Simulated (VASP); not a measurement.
# GW-BSE spectrum of SiO2, part 2 of 3

Aim: the optical spectrum of SiO2 with the electron-hole interaction. The cell has space group P4_32_12. The start is a cell from a database of measured crystal structures.

VASP 6.6.1, plane waves and PAW; the level of theory is named at each step.

So far. Step 2 (Ground state): The cell has a gap of 5.48 eV on mesh and path and a pressure of -5.4 GPa, which holds the misfit of the given cell and coordinates with this functional, and any error of cutoff, mesh and data sets. Forces of up to 0.23 eV/Å remain in these settings.

## Step 3: Empty bands

Level of this step: LDA; plane waves and PAW (Si_GW, O_GW) (VASP).

The next step needs empty bands that the ground-state run didn't converge, so the Hamiltonian is diagonalised exactly for NBANDS bands, in a single step. LOPTICS writes the k-derivatives of the orbitals (WAVEDER), which give the long-wavelength limit of the screening.

INCAR reads:

```
SYSTEM = SiO2
PREC = Accurate
ENCUT = 440
ISMEAR = 0
SIGMA = 0.01
LREAL = .FALSE.
GGA = CA
NBANDS = 360
ALGO = Exact
NELM = 1
LWAVE = .TRUE.
LCHARG = .FALSE.
LOPTICS = .TRUE.
NEDOS = 1000
CSHIFT = 0.1
```

POSCAR reads:

```
SiO2
1.0
    4.9329000000      0.0000000000      0.0000000000
    0.0000000000      4.9329000000      0.0000000000
    0.0000000000      0.0000000000      6.4645000000
Si O
4 8
Direct
    0.8177050000      0.8177050000      0.5000000000
    0.6822950000      0.3177050000      0.2500000000
    0.1822950000      0.1822950000      0.0000000000
    0.3177050000      0.6822950000      0.7500000000
    0.2683400000      0.3645700000      0.8019300000
    0.1354300000      0.7683400000      0.5519300000
    0.7316600000      0.6354300000      0.3019300000
    0.8645700000      0.2316600000      0.0519300000
    0.7683400000      0.1354300000      0.4480700000
    0.6354300000      0.7316600000      0.6980700000
    0.2316600000      0.8645700000      0.9480700000
    0.3645700000      0.2683400000      0.1980700000
```

KPOINTS reads:

```
Automatic mesh
0
Gamma
4 4 4
0 0 0
```

Potentials, in the order of the species: Si_GW and O_GW (LDA family, release 64).

Launch:

```sh
$ mpirun -np 8 vasp_std
```

Log:

```text
[banner, memory and clock lines left out]
running    8 mpi-ranks, on    1 nodes
 distrk:  each k-point on    8 cores,    1 groups
 distr:  one band on    1 cores,    8 groups

 POSCAR found type information on POSCAR SiO
 POSCAR found :  2 types and      12 ions
 [... a notice as in an earlier step ...]

 LDA part: xc-table for (Slater(with rela. corr.)+CA(PZ))
 , standard interpolation
 found WAVECAR, reading the header
  number of bands has changed, file:    44 present:   360
  trying to continue reading WAVECAR, but it might fail
 POSCAR, INCAR and KPOINTS ok, starting setup
 FFT: planning ... GRIDC
 FFT: planning ... GRID_SOFT
 FFT: planning ... GRID
 reading WAVECAR
 random initialization beyond band           44
 the WAVECAR file was read successfully
 initial charge from wavefunction
 entering main loop
       N       E                     dE             d eps       ncg     rms          rms(c)
DIA:   1    -0.103761072813E+03   -0.10376E+03    0.00000E+00     0   0.000E+00
   1 F= -.10376107E+03 E0= -.10376107E+03  d E =-.238408E-22
 writing wavefunctions
 optical routines
 imaginary and real dielectric function
 recalculating local potential from charge density
 direction            1
 direction            2
 direction            3
```

Run time: 5.2 min. Hardware: 8 MPI ranks of Intel Xeon Platinum 8375C at 2.90GHz (Ice Lake), shared host; peak memory 5.6 GiB; 41 min of CPU time.

OUTCAR, selected parts (step 3):

```text
 Found     18 irreducible k-points:

   k-points           NKPTS =     18   k-points in BZ     NKDIM =     18   number of bands    NBANDS=    360

   NELECT =      64.0000    total number of electrons

 E-fermi :   0.4818

 k-point     1 :       0.0000    0.0000    0.0000
  band No.  band energies     occupation
    ...
     28      -0.9287      2.00000
     29      -0.4232      2.00000
     30      -0.0472      2.00000
     31      -0.0472      2.00000
     32       0.4164      2.00000
     33       5.8996      0.00000
     34       8.9122      0.00000
     35       8.9122      0.00000
     36       9.5232      0.00000
     37       9.7699      0.00000
    ...

 k-point     2 :       0.2500    0.0000    0.0000
  band No.  band energies     occupation
    ...
     28      -0.6602      2.00000
     29      -0.5245      2.00000
     30      -0.1399      2.00000
     31      -0.1154      2.00000
     32       0.2452      2.00000
     33       6.5862      0.00000
     34       9.0603      0.00000
     35       9.0610      0.00000
     36       9.3014      0.00000
     37       9.3722      0.00000
    ...

  Total       -6.3572936     -6.3572936     -3.1032970      0.0000000      0.0000000     -0.0000000
  in kB      -64.7505244    -64.7505244    -31.6078065      0.0000000      0.0000000     -0.0000000
  external PRESSURE =     -53.7029518 kB  Pullay stress =       0.0000000 kB

 POSITION                                       TOTAL-FORCE (eV/Angst)
 -----------------------------------------------------------------------------------
      4.03366      4.03366      3.23225         0.003053      0.003053     -0.000000
      3.36569      1.56721      1.61613        -0.003053      0.003053     -0.000000
      0.89924      0.89924      0.00000        -0.003053     -0.003053     -0.000000
      1.56721      3.36569      4.84837         0.003053     -0.003053     -0.000000
      1.32369      1.79839      5.18408         0.000691      0.198482      0.119224
      0.66806      3.79014      3.56795        -0.198482      0.000691      0.119224
      3.60921      3.13451      1.95183        -0.000691     -0.198482      0.119224
      4.26484      1.14276      0.33570         0.198482     -0.000691      0.119224
      3.79014      0.66806      2.89655         0.000691     -0.198482     -0.119224
      3.13451      3.60921      4.51267        -0.198482     -0.000691     -0.119224
      1.14276      4.26484      6.12880        -0.000691      0.198482     -0.119224
      1.79839      1.32369      1.28042         0.198482      0.000691     -0.119224
 -----------------------------------------------------------------------------------
    total drift:                               -0.000000      0.000000      0.000000

  FREE ENERGIE OF THE ION-ELECTRON SYSTEM (eV)
  ---------------------------------------------------
  free  energy   TOTEN  =      -103.7610728127 eV

  energy  without entropy=     -103.7610728127  energy(sigma->0) =     -103.76107281

 plasma frequency squared (from intraband transitions) (eV^2)
  --------------------------------------------------------------------------------------
       0.000       0.000       0.000
       0.000       0.000       0.000
       0.000       0.000       0.000

[... 8 parts as in an earlier step ...]

[... 5 further parts left out ...]
```

The gap is read on the k-mesh alone, so it is an upper bound where the band edges lie off the mesh.

A gap read on the k-mesh alone can miss the band edges.

Numbers from this step:

| Property | Result |
| --- | --- |
| gap on the k-mesh | 5.483 eV |
| least direct gap on the k-mesh | 5.483 eV |

WAVECAR now holds 360 bands for 64 electrons. Its independent-particle dielectric tensor has xx, yy, zz = 2.6, 2.6, 2.6 on this mesh, which isn't tested for convergence in mesh or bands and lacks local fields.

## Step 4: G0W0

This step: G0W0 on LDA; plane waves and PAW (Si_GW, O_GW) (VASP 6.6.1).

G0W0 keeps orbitals and screening fixed and shifts each of the lowest NBANDSGW levels once. LWAVE keeps the quasiparticle levels in WAVECAR, and the W files hold the screened interaction for the next step.

INCAR reads:

```
SYSTEM = SiO2
PREC = Accurate
ENCUT = 440
ISMEAR = 0
SIGMA = 0.01
LREAL = .FALSE.
GGA = CA
NBANDS = 360
ALGO = EVGW0
NELMGW = 1
ENCUTGW = 100
NOMEGA = 48
PRECFOCK = Fast
NBANDSGW = 40
LWAVE = .TRUE.
LCHARG = .FALSE.
```

POSCAR is that of step 3.

KPOINTS is that of step 3.

Launch:

```sh
$ mpirun -np 8 vasp_std
```

Log:

```text
[banner, memory and clock lines left out]
running    8 mpi-ranks, on    1 nodes
 distrk:  each k-point on    8 cores,    1 groups
 distr:  one band on    1 cores,    8 groups

 POSCAR found type information on POSCAR SiO
 POSCAR found :  2 types and      12 ions
 [... a notice as in an earlier step ...]

|                                                                             |
|           W    W    AA    RRRRR   N    N  II  N    N   GGGG   !!!           |
|           W    W   A  A   R    R  NN   N  II  NN   N  G    G  !!!           |
|           W    W  A    A  R    R  N N  N  II  N N  N  G       !!!           |
|           W WW W  AAAAAA  RRRRR   N  N N  II  N  N N  G  GGG   !            |
|           WW  WW  A    A  R   R   N   NN  II  N   NN  G    G                |
|           W    W  A    A  R    R  N    N  II  N    N   GGGG   !!!           |
|                                                                             |
|     The default for ENCUTGWSOFT is different in this version of VASP.       |
|     please manually set ENCUTGWSOFT =100 in the INCAR file.                 |
|                                                                             |

 LDA part: xc-table for (Slater(with rela. corr.)+CA(PZ))
 , standard interpolation
 found WAVECAR, reading the header
 POSCAR, INCAR and KPOINTS ok, starting setup
 FFT: planning ... GRIDC
 FFT: planning ... GRID_SOFT
 FFT: planning ... GRID
 reading WAVECAR
 the WAVECAR file was read successfully
 initial charge from wavefunction
 available memory per node:     84.80 GB, setting MAXMEM to     86830

 The Fermi energy was updated, please check that it is located mid-gap
 values below the HOMO (VB) or above the LUMO (CB) will cause erroneous energies
 E-fermi :   3.1580

 calculate exact exchange contribution
 the WAVEDER file was read successfully
energies w=
    0.000    0.000    0.722    0.000    1.442    0.000    2.156    0.000
    2.861    0.000    3.557    0.000    4.241    0.000    4.913    0.000
    5.572    0.000    6.219    0.000    6.855    0.000    7.481    0.000
    8.097    0.000    8.706    0.000    9.309    0.000    9.910    0.000
   10.509    0.000   11.109    0.000   11.713    0.000   12.324    0.000
   12.945    0.000   13.579    0.000   14.230    0.000   14.902    0.000
   15.599    0.000   16.328    0.000   17.093    0.000   17.903    0.000
   18.766    0.000   19.693    0.000   20.695    0.000   21.788    0.000
   22.990    0.000   24.325    0.000   25.824    0.000   27.525    0.000
   29.480    0.000   31.758    0.000   34.456    0.000   37.707    0.000
   41.711    0.000   46.769    0.000   53.361    0.000   62.309    0.000
   75.132    0.000   94.998    0.000  129.780    0.000  205.997    0.000
 responsefunction array rank=     384
 LDA part: xc-table for (Slater(with rela. corr.)+CA(PZ))
 , standard interpolation

 min. memory requirement per mpi rank    486.3 MB, per node   3890.4 MB

 allocating   6 responsefunctions rank=   384
 shmem allocating  48 responsefunctions rank=   384
 response function shared by NCSHMEM nodes    1
 Doing            6  frequencies on each core in blocks of           48
NQ=   1    0.0000    0.0000    0.0000,
|.........|.........|.........|.........|.........|.........|.........|.........
 performed       1861000 updates of chi_q(r,r)
 total number of BLAS operations       1877.16 Gflops
NQ=   2    0.2500    0.0000    0.0000,
|.........|.........|.........|.........|.........|.........|.........|.........
 performed       4644000 updates of chi_q(r,r)
 total number of BLAS operations       4667.68 Gflops
NQ=   3    0.5000    0.0000    0.0000,
|.........|.........|.........|.........|.........|.........|.........|.........
 performed       6909000 updates of chi_q(r,r)
 total number of BLAS operations       6964.23 Gflops
NQ=   4    0.2500    0.2500    0.0000,
|.........|.........|.........|.........|.........|.........|.........|.........
 performed       9490000 updates of chi_q(r,r)
 total number of BLAS operations       9581.97 Gflops
NQ=   5    0.5000    0.2500    0.0000,
|.........|.........|.........|.........|.........|.........|.........|.........
 performed      12215000 updates of chi_q(r,r)
 total number of BLAS operations      12439.66 Gflops
NQ=   6    0.5000    0.5000    0.0000,
|.........|.........|.........|.........|.........|.........|.........|.........
 performed      14076000 updates of chi_q(r,r)
 total number of BLAS operations      14413.20 Gflops
NQ=   7    0.0000    0.0000    0.2500,
|.........|.........|.........|.........|.........|.........|.........|.........
 performed      16283000 updates of chi_q(r,r)
 total number of BLAS operations      16638.79 Gflops
NQ=   8    0.2500    0.0000    0.2500,
|.........|.........|.........|.........|.........|.........|.........|.........
 performed      19469000 updates of chi_q(r,r)
 total number of BLAS operations      19851.61 Gflops
NQ=   9    0.5000    0.0000    0.2500,
|.........|.........|.........|.........|.........|.........|.........|.........
 performed      22079000 updates of chi_q(r,r)
 total number of BLAS operations      22351.94 Gflops
NQ=  10    0.2500    0.2500    0.2500,
|.........|.........|.........|.........|.........|.........|.........|.........
 performed      25265000 updates of chi_q(r,r)
 total number of BLAS operations      25601.06 Gflops
NQ=  11    0.5000    0.2500    0.2500,
|.........|.........|.........|.........|.........|.........|.........|.........
 performed      28451000 updates of chi_q(r,r)
 total number of BLAS operations      28941.83 Gflops
NQ=  12    0.5000    0.5000    0.2500,
|.........|.........|.........|.........|.........|.........|.........|.........
 performed      30658000 updates of chi_q(r,r)
 total number of BLAS operations      31230.56 Gflops
NQ=  13    0.0000    0.0000    0.5000,
|.........|.........|.........|.........|.........|.........|.........|.........
 performed      32519000 updates of chi_q(r,r)
 total number of BLAS operations      33013.74 Gflops
NQ=  14    0.2500    0.0000    0.5000,
|.........|.........|.........|.........|.........|.........|.........|.........
 performed      35302000 updates of chi_q(r,r)
 total number of BLAS operations      35741.56 Gflops
NQ=  15    0.5000    0.0000    0.5000,
|.........|.........|.........|.........|.........|.........|.........|.........
 performed      37567000 updates of chi_q(r,r)
 total number of BLAS operations      37936.05 Gflops
NQ=  16    0.2500    0.2500    0.5000,
|.........|.........|.........|.........|.........|.........|.........|.........
 performed      40148000 updates of chi_q(r,r)
 total number of BLAS operations      40583.29 Gflops
NQ=  17    0.5000    0.2500    0.5000,
|.........|.........|.........|.........|.........|.........|.........|.........
 performed      42873000 updates of chi_q(r,r)
 total number of BLAS operations      43347.03 Gflops
NQ=  18    0.5000    0.5000    0.5000,
|.........|.........|.........|.........|.........|.........|.........|.........
 performed      44734000 updates of chi_q(r,r)
 total number of BLAS operations      45543.40 Gflops
 resolving degeneracies of screened two electron integrals

 calculate QP shifts <psi_nk| G(iteration)W_0 |psi_nk>: iteration 1
 writing wavefunctions
 entering main loop
```

Elapsed: 20 min, on 8 MPI ranks; peak memory 4.2 GiB.

From OUTCAR (step 4):

```text
 Found     18 irreducible k-points:

   k-points           NKPTS =     18   k-points in BZ     NKDIM =     64   number of bands    NBANDS=    360

   NELECT =      64.0000    total number of electrons

 E-fermi :   3.1580

 QP shifts <psi_nk| G(iteration)W_0 |psi_nk>: iteration 1
 for sc-GW calculations column KS-energies equals QP-energies in previous step
 and V_xc(KS)=  KS-energies - (<T + V_ion + V_H > + <T+V_H+V_ion>^1  + <V_x>^1)
 k-point   1 :       0.0000    0.0000    0.0000
  band No.  KS-energies  QP-energies   sigma(KS)   V_xc(KS)     V^pw_x(r,r')   Z            occupation Imag(sigma)
    ...
     29      -0.4232      -1.8981     -21.2541     -19.4096     -25.2626       0.7996       2.0000       0.0813
     30      -0.0472      -1.4902     -21.4962     -19.6923     -25.5303       0.7999       2.0000       0.0802
     31      -0.0472      -1.4902     -21.4962     -19.6923     -25.5303       0.7999       2.0000       0.0802
     32       0.4164      -0.9949     -21.6235     -19.8630     -25.6250       0.8016       2.0000       0.0776
     33       5.8996       7.4481      -9.5661     -11.3627      -6.3883       0.8619       0.0000      -0.0549
     34       8.9122      10.8360      -8.4555     -10.7100      -4.7896       0.8533       0.0000      -0.0680
     35       8.9122      10.8360      -8.4555     -10.7100      -4.7896       0.8533       0.0000      -0.0680
     36       9.5232      11.5212      -8.2970     -10.6391      -4.6311       0.8531       0.0000      -0.0680
    ...

 k-point   2 :       0.2500    0.0000    0.0000
  band No.  KS-energies  QP-energies   sigma(KS)   V_xc(KS)     V^pw_x(r,r')   Z            occupation Imag(sigma)
    ...
     29      -0.5245      -2.0349     -21.0737     -19.1822     -25.0869       0.7985       2.0000       0.0824
     30      -0.1399      -1.5916     -21.4360     -19.6203     -25.4665       0.7995       2.0000       0.0807
     31      -0.1154      -1.5710     -21.4025     -19.5820     -25.4317       0.7995       2.0000       0.0805
     32       0.2452      -1.1913     -21.4168     -19.6225     -25.3980       0.8006       2.0000       0.0782
     33       6.5862       8.2356      -9.9711     -11.8919      -6.8195       0.8587       0.0000      -0.0566
     34       9.0606      10.9858      -8.6142     -10.8737      -5.0100       0.8520       0.0000      -0.0679
     35       9.0606      10.9858      -8.6142     -10.8737      -5.0100       0.8520       0.0000      -0.0679
     36       9.3014      11.3985      -9.5776     -12.0515      -5.9396       0.8477       0.0000      -0.0690
    ...

 k-point   3 :       0.5000    0.0000    0.0000
  band No.  KS-energies  QP-energies   sigma(KS)   V_xc(KS)     V^pw_x(r,r')   Z            occupation Imag(sigma)
    ...
     29      -0.3133      -1.8039     -21.1437     -19.2782     -25.1532       0.7991       2.0000       0.0815
     30      -0.3133      -1.8039     -21.1437     -19.2782     -25.1532       0.7991       2.0000       0.0815
     31      -0.1289      -1.6108     -21.1361     -19.2819     -25.1162       0.7992       2.0000       0.0805
     32      -0.1289      -1.6108     -21.1361     -19.2819     -25.1162       0.7992       2.0000       0.0805
     33       8.0136       9.8719     -10.3162     -12.5002      -7.0190       0.8509       0.0000      -0.0631
     34       8.0136       9.8719     -10.3162     -12.5002      -7.0190       0.8509       0.0000      -0.0631
     35       9.2703      11.1971      -8.7461     -11.0123      -5.2124       0.8503       0.0000      -0.0677
     36       9.2703      11.1971      -8.7461     -11.0123      -5.2124       0.8503       0.0000      -0.0677
    ...

[... 8 parts as in an earlier step ...]

[... 5 further parts left out ...]
```

Numbers from this step:

- quasiparticle gap on the mesh: 8.443 eV
- smallest direct quasiparticle gap on the mesh: 8.443 eV
- gap of the starting orbitals on the mesh: 5.483 eV

GW takes the gap from 5.483 to 8.443 eV. The value holds for 360 bands, ENCUTGW = 100 eV and this mesh, and isn't shown to be converged in them.

(Continued in part 3 of 3.)

[Lines on the potential files, build, host, timing and source positions are cut from VASP's logs without a mark.]

[Logs are printed without paths, hosts, clocks, repeated set-up lines and the standing remarks that a program may print on its own settings, such as how far it seeks lower states.]

[Hosts, paths, dates, database ids (printed as entryN), source tags and the programs' standing remarks are cut or masked in the printed files.]

[Pressures printed for these runs are not shown converged in the cutoff: they can be off by several GPa and have the wrong sign.]
